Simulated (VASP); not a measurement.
```
CELL_PARAMETERS angstrom
     -1.68300     1.68300     1.68300
      1.68300    -1.68300     1.68300
      1.68300     1.68300    -1.68300
ATOMIC_POSITIONS crystal
  Nb 0.00000 0.00000 0.00000
```

Method: PBE GGA, VASP's PBE PAW potentials (set 64) (plane waves; VASP). Settings: EDIFF = 1E-2, 400 eV cut-off, 14×14×14 Γ-centred mesh, first-order Methfessel-Paxton smearing of 0.10 eV, potentials Nb_sv.

Problem. What does the run give for the energy per atom (σ→0), pressure, band gap (on the k-mesh) with the smallest direct gap where there is one?

Solution. 
```yaml
band gap (on the k-mesh): none (metal, semimetal or under 0.01 eV)
energy per atom (σ→0): -982.8 kJ/mol of atoms
pressure: -11.59 GPa
```

Total energies compare only between runs with the same potentials, cut-off and functional.

The compound is Nb in the bcc structure. The cell was not relaxed at this level. The run is one of a series of settings (EDIFF = 1E-2 against the base run), some of them coarse on purpose.
